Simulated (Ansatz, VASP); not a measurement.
# TiBr3: VASP beside Ansatz

Wanted: the spread between two codes on one cell, functional and k mesh.

Main program and level: Ansatz 0.2.0; plane waves, with VASP 6.6.1 beside it; relaxation of cell and atoms at PBEsol.

**1. Starting point**

Symmetry: R-3, No. 148, trigonal system. Conventional cell: a = 6.217 Å, b = 6.217 Å, c = 18.895 Å, α = 90.00°, β = 90.00°, γ = 120.00°. Br has 2 Ti at 2.54 Å nearest. Ti has 6 Br at 2.54 Å nearest. Farther neighbours and most contacts between anions are not listed.

**2. Ansatz: relaxation of cell and atoms, PBEsol**

Ansatz runs on its default PAW (the set named soft_2) files.

The relaxed volume is the usual yardstick between codes: its relative difference is about their pressure difference at one cell divided by the bulk modulus.

input.yaml

```yaml
crystal:
  lattice:
    - [3.108355083, 1.7946096299, 6.298393874]
    - [-3.1083550709, 1.7946096509, 6.298393874]
    - [-1.21e-08, -3.5892192808, 6.298393874]
  atoms:
    - { symbol: Br, position: [0.5795603229, 0.9204628149, 0.2610946151] }
    - { symbol: Br, position: [0.9204628149, 0.2610946151, 0.5795603229] }
    - { symbol: Br, position: [0.2610946151, 0.5795603229, 0.9204628149] }
    - { symbol: Br, position: [0.4204396771, 0.0795371851, 0.7389053849] }
    - { symbol: Br, position: [0.0795371851, 0.7389053849, 0.4204396771] }
    - { symbol: Br, position: [0.7389053849, 0.4204396771, 0.0795371851] }
    - { symbol: Ti, position: [0.6666575597, 0.6666575597, 0.6666575597] }
    - { symbol: Ti, position: [0.3333424403, 0.3333424403, 0.3333424403] }
hamiltonian:
  xc: pbesol
  pseudopotentials: { kind: paw }
kpoints:
  mp_grid: { grid: [4, 4, 4] }
scf:
  occupations: { method: gaussian, width: 0.1 }
relax:
  f_tol: 0.01
  max_steps: 60
  cell: { stress_tol: 0.05 }
output:
  forces: true
  stress: true
  write_density: true
  write_potential: true
  elf: true
  volumetric_format: npy
```

The run is started by

```
$ ansatz run input.yaml --threads 4 --pin off --max-ram 9216MiB --backend cpu --events-out ev --progress --plain --runs-dir out
```

Numbers of over 12 decimals in the logs are rounded to 6 here.

Log:

```text
Engine: ansatz 0.2.0, aarch64-unknown-linux-gnu
Pseudopotentials: kind: paw
Pseudopotential: Br, paw, valence charge 7, recommended cutoff 420 eV (normal), Br.paw.azcp
Pseudopotential: Ti, paw, valence charge 12, recommended cutoff 420 eV (normal), Ti.paw.azcp
Functional definition: PBEsol
  exchange = pbesol_x
  correlation = pbesol_c
Crystal: 8 atoms, lattice volume = 210.805 Å³
Basis set: ecut = 420 eV, 4065 PW (Γ), exchange–correlation on 100×100×100 points (8 copies of the dense FFT grid, shifted against one another)
Bands: 41, of which v1, the nominal top of the filled ones, is band 33 counted from 1 (32 counted from 0)
Symmetry: 6 space group operations
Space group: R-3 (ITA 148), of the structure as read, at distance tolerance 6.0e-5 Å
k-points: 14 of 64
Non-local potential: Br, projectors of the file, l = 0: 2, l = 1: 2, l = 2: 2
Non-local potential: Ti, projectors of the file, l = 0: 3, l = 1: 2, l = 2: 3, l = 3: 1
PAW form: soft (Blöchl's): semilocal exchange-correlation on the pseudo side does not see the compensation charge
PAW frozen core: Br, regenerated for the run's functional, and the local potential with it (the file was generated under x = pbe(κ = 0.804, μ = 0.219515), c = pbe(β = 0.066725))
PAW frozen core: Ti, regenerated for the run's functional, and the local potential with it (the file was generated under x = pbe(κ = 0.804, μ = 0.219515), c = pbe(β = 0.066725))
PAW one-centre angular grid: Br, 110 points (default); XC on 64 Gauss nodes
PAW one-centre angular grid: Ti, 590 points (default); XC on 64 Gauss nodes
Initial density: superposition of atomic densities (neutral atoms: chi_scale 0, normalization atom), corrected by the library's trained network
Initial wavefunctions: pseudopotential atomic-orbital guess
Functional: x = pbesol(κ = 0.804, μ = 0.123457), c = pbesol(β = 0.046)
SCF iter   1: F=—  HF=-21376.232748 eV  |F-HF|=—  |Δ(HF+E_count)|=         —  Δρ=3.70e-3  dr2=2.29e-2  ethr=1.77e-3  ⟨swp⟩=8.8  Hψ=2707  notcnv=0
preconditioner: auto → LDOS  [metal: Δε(μ)=0.030 eV  Ē_g=7.726 eV  σ=0.100 eV  W_gap=0.17  n_scr=34 (ndim 8)  ℏωp=18.1 eV  f_vac=0.027  D(μ)=13.02/eV (n_scr^D=126)  β→1.0]
SCF iter   2: F=—  HF=-21376.231741 eV  |F-HF|=—  |Δ(HF+E_count)|=   1.01e-3  Δρ=1.74e-3  dr2=3.20e-3  ethr=3.47e-5  ⟨swp⟩=2.0  Hψ=1243  notcnv=0  defer=17
SCF iter   3: F=—  HF=-21376.230857 eV  |F-HF|=—  |Δ(HF+E_count)|=   8.84e-4  Δρ=4.99e-4  dr2=3.72e-4  ethr=4.85e-6  ⟨swp⟩=2.0  Hψ=1048  notcnv=0  defer=17
SCF iter   4: F=—  HF=-21376.230804 eV  |F-HF|=—  |Δ(HF+E_count)|=   5.28e-5  Δρ=1.58e-4  dr2=6.85e-5  ethr=5.64e-7  ⟨swp⟩=2.4  Hψ=972  notcnv=0  defer=17
SCF iter   5: F=—  HF=-21376.230847 eV  |F-HF|=—  |Δ(HF+E_count)|=   4.30e-5  Δρ=8.21e-5  dr2=2.60e-5  ethr=1.04e-7  ⟨swp⟩=2.5  Hψ=1006  notcnv=0  defer=17
SCF iter   6: F=—  HF=-21376.230845 eV  |F-HF|=—  |Δ(HF+E_count)|=   2.26e-6  Δρ=4.02e-5  dr2=4.20e-6  ethr=3.93e-8  ⟨swp⟩=2.0  Hψ=654  notcnv=0  defer=17
SCF iter   7: F=—  HF=-21376.230844 eV  |F-HF|=—  |Δ(HF+E_count)|=   8.70e-7  Δρ=1.15e-5  dr2=3.36e-7  ethr=6.36e-9  ⟨swp⟩=2.5  Hψ=960  notcnv=0  defer=17
SCF iter   8: F=-21376.230844 eV  HF=-21376.230844 eV  |F-HF|=1.87e-8  |Δ(HF+E_count)|=   1.54e-8  Δρ=2.85e-6  dr2=2.75e-8  ethr=1.52e-10  ⟨swp⟩=9.5  Hψ=4131  notcnv=0
SCF 1 converged in 8 iterations: F = -21376.230844 eV  dr2 = 2.75e-8
  greatest PAW one-centre occupation: 0.999 electrons in one spin orbital (limit 2), on the Ti atom at site 7 (counted from 0), in its partial waves of l = 0
relax step   1: F+E_penalty+E_count = -21376.23084393 eV  Δ(F+E_penalty+E_count) = +0.000e0 eV  max|allowed force component| = 8.499e-3 eV/Å  Δτ_max = 0.0000 Å  P = +0.152 GPa  Ω = 210.805 Å³  (8 SCF iters, dr2 threshold 1.00e-7 eV, accepted)
[...]
relax step   2: F+E_penalty+E_count = -21376.23159666 eV  Δ(F+E_penalty+E_count) = -7.527e-4 eV  max|allowed force component| = 4.276e-3 eV/Å  Δτ_max = 0.0092 Å  P = +0.004 GPa  Ω = 212.770 Å³  energy of the carried Pulay correction = -1.958e-4 eV  (7 SCF iters, dr2 threshold 1.14e-7 eV, accepted)
[...]
relax step   3: F+E_penalty+E_count = -21376.23181953 eV  Δ(F+E_penalty+E_count) = -2.229e-4 eV  max|allowed force component| = 5.147e-3 eV/Å  Δτ_max = 0.0040 Å  P = -0.023 GPa  Ω = 213.373 Å³  energy of the carried Pulay correction = -2.523e-4 eV  (7 SCF iters, dr2 threshold 1.76e-8 eV, accepted)
[...]
relax step   4: F+E_penalty+E_count = -21376.23205732 eV  Δ(F+E_penalty+E_count) = -2.378e-4 eV  max|allowed force component| = 5.171e-3 eV/Å  Δτ_max = 0.0000 Å  P = -0.023 GPa  Ω = 213.373 Å³  stress off target by 2.70e-2 GPa  SCF on the basis re-selected at this cell (its energy is not comparable with the rows above)  (6 SCF iters)
basis re-selected at this cell: Δ(F+E_penalty+E_count) = -2.378e-4 eV, ΔP = -0.000 GPa vs the last step (what re-selecting the basis moved, of the pressure what is left beyond the Pulay correction that the steps carried, after the strain that the cell walked since its last selection, with what the two solves' SCF thresholds leave and, on support functions, any second-order correction that the steps lacked; it is no m [...]
SCF converged after 6 iterations
Free energy (F): -21376.232057 eV
Harris-Foulkes:  -21376.232057 eV  (|F-HF|=7.28e-12)
Internal energy: -21376.166179 eV  (E = F + TS)
E sigma→0 (E₀):  -21376.199118 eV
Entropy (-TS):   -0.065878 eV (-8.235 meV/atom)
Fermi energy:    6.018434 eV
--- Per-component energies (eV) ---
  E_band       = -583.469059
  E_kinetic    = 1343.060298
  E_local      = -4509.979725  (includes V_loc(G=0)·N_el)
  E_nonlocal   = 443.158791
  E_hartree    = 1707.644884
  E_xc         = -1761.914676
  E_vxc        = -865.310529  (∫ρ·V_xc dr)
  E_paw        = -15261.818510  (= ΣΔE_a)
  E_vpaw       = -409.688112  (= ΣTr[D̂ρ^β])
  E_aug_tail   = 0.000234  (compensation charges beyond the density's cutoff)
  E_ewald      = -3337.149866
  E_core_change = 0.832391  (= ΣΔE_core)
  E_smearing   = -0.065878  (= −TS)
  E_closure    = 0.000000  (closes the sum)
  Σ components = -21376.232057   (vs F -21376.232057, Δ=0.00e0)
--- Forces (eV/Å), atoms counted from 1 ---
  atom   1  Br    -0.00181245    -0.00045645     0.00517085
  atom   2  Br     0.00051093     0.00179785     0.00517085
  atom   3  Br     0.00130152    -0.00134140     0.00517085
  atom   4  Br     0.00181245     0.00045645    -0.00517085
  atom   5  Br    -0.00051093    -0.00179785    -0.00517085
  atom   6  Br    -0.00130152     0.00134140    -0.00517085
  atom   7  Ti     0.00000000     0.00000000     0.00154698
  atom   8  Ti    -0.00000000    -0.00000000    -0.00154698
  max |Σ_I F_I| component: 5.20e-18 eV/Å
--- Stress (GPa, compression-positive) ---
       -0.026958      -0.000000       0.000000
        0.000000      -0.026958      -0.000000
        0.000000      -0.000000      -0.015629
  P = ⅓ Tr σ = -0.0232 GPa (-0.232 kbar)
--- Band table (eV; the first three rows and the last of 14) ---
  k-point 0: bands = [... 29 lower, 3.5538, 3.9767, 3.9767, 6.1874, 6.1946, 6.1946, 6.4386, 6.5615, ... 4 higher]
  k-point 1: bands = [... 29 lower, 3.3616, 3.5638, 3.7549, 6.0478, 6.0799, 6.3032, 6.5365, 6.6048, ... 4 higher]
  k-point 2: bands = [... 29 lower, 3.2828, 3.3157, 3.6462, 5.7930, 5.9485, 6.3832, 6.4978, 6.6761, ... 4 higher]
  k-point 13: bands = [... 29 lower, 3.3256, 3.8988, 3.8988, 6.2134, 6.2134, 6.3798, 6.4341, 6.6353, ... 4 higher]
--- Relaxed structure (3 steps of the walk, 3 accepted, 1 SCFs on fresh bases) ---
  F+E_penalty+E_count = -21376.23205732 eV   max|allowed force component| = 5.171e-3 eV/Å   (the final SCF, on the basis selected at the relaxed cell)
  cell:  # Å, volume = 213.3725 Å³
    - [3.112200, 1.796829, 6.359354]
    - [-3.112200, 1.796829, 6.359354]
    - [-1.2127158733650267e-8, -3.593659, 6.359354]
  atoms:
    - { symbol: Br, position: [0.579739, 0.921180, 0.262160] }
    - { symbol: Br, position: [0.921180, 0.262160, 0.579739] }
    - { symbol: Br, position: [0.262160, 0.579739, 0.921180] }
    - { symbol: Br, position: [0.420261, 0.078820, 0.737840] }
    - { symbol: Br, position: [0.078820, 0.737840, 0.420261] }
    - { symbol: Br, position: [0.737840, 0.420261, 0.078820] }
    - { symbol: Ti, position: [0.666647, 0.666647, 0.666647] }
    - { symbol: Ti, position: [0.333353, 0.333353, 0.333353] }
```

Elapsed: 7.1 s, on 4 threads of Arm Neoverse V2, shared host; peak memory 0.66 GiB.

**3. VASP: relaxation of cell and atoms, PBEsol**

The same cell, functional, mesh and smearing now go to VASP, with its own data sets and cutoff.

Lines of VASP's logs that name or quote its potential files are left out, and so is its time.

INCAR

```
SYSTEM = TiBr3
PREC = Accurate
ENCUT = 350
EDIFF = 1E-06
NELM = 120
ISMEAR = 0
SIGMA = 0.1
LREAL = .FALSE.
ALGO = Normal
GGA = PS
NBANDS = 33
LORBIT = 11
LWAVE = .FALSE.
LCHARG = .FALSE.
KPAR = 3
IBRION = 2
NSW = 30
ISIF = 3
EDIFFG = -0.02
POTIM = 0.4
```

POSCAR

```
TiBr3
1.0
    3.1083550830      1.7946096299      6.2983938740
   -3.1083550709      1.7946096509      6.2983938740
   -0.0000000121     -3.5892192808      6.2983938740
Br Ti
6 2
Direct
    0.5795603229      0.9204628149      0.2610946151
    0.9204628149      0.2610946151      0.5795603229
    0.2610946151      0.5795603229      0.9204628149
    0.4204396771      0.0795371851      0.7389053849
    0.0795371851      0.7389053849      0.4204396771
    0.7389053849      0.4204396771      0.0795371851
    0.6666575597      0.6666575597      0.6666575597
    0.3333424403      0.3333424403      0.3333424403
```

KPOINTS

```
Automatic mesh
0
Gamma
4 4 4
0 0 0
```

PAW data sets: Br and Ti (PBE family, release 64).

The run is started by

```
$ mpirun -np 3 vasp_std
```

Log:

```text
[banner, memory and clock lines left out]
running    3 mpi-ranks, on    1 nodes
 distrk:  each k-point on    1 cores,    3 groups
 distr:  one band on    1 cores,    1 groups

 POSCAR found type information on POSCAR BrTi
 POSCAR found :  2 types and       8 ions
|                                                                             |
|               ----> ADVICE to this user running VASP <----                  |
|                                                                             |
|     You enforced a specific xc type in the INCAR file but a different       |
|     [... a line on the potential file left out ...]
|     I HOPE YOU KNOW WHAT YOU ARE DOING!                                     |
|                                                                             |

 LDA part: xc-table for (Slater+PW92), standard interpolation
 POSCAR, INCAR and KPOINTS ok, starting setup
 FFT: planning ... GRIDC
 FFT: planning ... GRID_SOFT
 FFT: planning ... GRID
 WAVECAR not read
 entering main loop
       N       E                     dE             d eps       ncg     rms          rms(c)
DAV:   1     0.366501942822E+03    0.36650E+03   -0.15419E+04   924   0.955E+02
DAV:   2     0.894529872236E+01   -0.35756E+03   -0.34461E+03  1167   0.232E+02
DAV:   3    -0.403437995909E+02   -0.49289E+02   -0.48533E+02  1107   0.955E+01
DAV:   4    -0.415843772765E+02   -0.12406E+01   -0.12349E+01  1121   0.174E+01
DAV:   5    -0.416141287798E+02   -0.29752E-01   -0.29742E-01  1165   0.272E+00    0.195E+01
DAV:   6    -0.376968668356E+02    0.39173E+01   -0.19466E+01  1214   0.260E+01    0.802E+00
DAV:   7    -0.373204126875E+02    0.37645E+00   -0.40280E+00  1167   0.166E+01    0.581E+00
DAV:   8    -0.371137318328E+02    0.20668E+00   -0.89839E-01  1153   0.712E+00    0.690E-01
DAV:   9    -0.371046787042E+02    0.90531E-02   -0.60223E-02  1290   0.181E+00    0.540E-01
DAV:  10    -0.371046845341E+02   -0.58300E-05   -0.31158E-03  1258   0.449E-01    0.362E-01
DAV:  11    -0.371038482854E+02    0.83625E-03   -0.56776E-03  1083   0.476E-01    0.764E-02
DAV:  12    -0.371039217419E+02   -0.73456E-04   -0.84001E-04  1098   0.150E-01    0.103E-01
DAV:  13    -0.371039171559E+02    0.45860E-05   -0.16721E-04  1163   0.906E-02    0.335E-02
DAV:  14    -0.371039196201E+02   -0.24642E-05   -0.33562E-05  1113   0.404E-02    0.105E-02
DAV:  15    -0.371039185782E+02    0.10420E-05   -0.91702E-06  1164   0.171E-02    0.661E-03
DAV:  16    -0.371039184978E+02    0.80334E-07   -0.19668E-06   790   0.826E-03
   1 F= -.37103918E+02 E0= -.37070363E+02  d E =-.371039E+02
 curvature:   0.00 expect dE= 0.000E+00 dE for cont linesearch  0.000E+00
 trial: gam= 0.00000 g(F)=  0.572E-05 g(S)=  0.311E-04 ort = 0.000E+00 (trialstep = 0.100E+01)
 search vector abs. value=  0.368E-04
 reached required accuracy - stopping structural energy minimisation
```

(Continued in part 2 of 2.)

[Lines on the potential files, build, host, timing and source positions are cut from VASP's logs without a mark.]

[Logs are printed without paths, hosts, clocks, repeated set-up lines and the standing remarks that a program may print on its own settings, such as how far it seeks lower states.]

[Hosts, paths, dates, database ids (printed as entryN), source tags and the programs' standing remarks are cut or masked in the printed files.]
